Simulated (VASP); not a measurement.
Given:

```
CELL_PARAMETERS angstrom
      5.78675     0.00000     0.00000
      0.00000     5.78675     0.00000
      0.00000     0.00000     5.78675
ATOMIC_POSITIONS crystal
  Cs 0.00000 0.00000 0.00000
  Pb 0.50000 0.50000 0.50000
  Br 0.50000 0.00000 0.50000
  Br 0.00000 0.50000 0.50000
  Br 0.50000 0.50000 0.00000
```

The numbers are results of optB86b-vdW, VASP's PBE PAW potentials (set 64) (plane waves; VASP 6.6.1), not measurements. Run with 520 eV cut-off, 4×4×4 Γ-centred mesh, Gaussian smearing of 0.050 eV, potentials Cs_sv Pb_d Br.

Unless said otherwise, spin-orbit coupling is left out, though it shifts the bands of the heavy elements here.

### Question
Predict the energy per atom (σ→0), pressure, band gap (on the k-mesh) with the smallest direct gap where there is one.

### Answer

```
Item                                                Result
-----------------------------------  ---------------------
band gap (on the k-mesh)                           1.36 eV
smallest direct gap (on the k-mesh)                1.36 eV
energy per atom (σ→0)                -91.5 kJ/mol of atoms
pressure                                         15.8 kbar
```

Total energies compare only between runs with the same potentials, cut-off and functional.

The compound is CsPbBr3 in the cubic perovskite structure, the ideal cubic form; the compound distorts at low or room temperature. This cell is one point of a volume scan, at 0.94 of the reference volume.
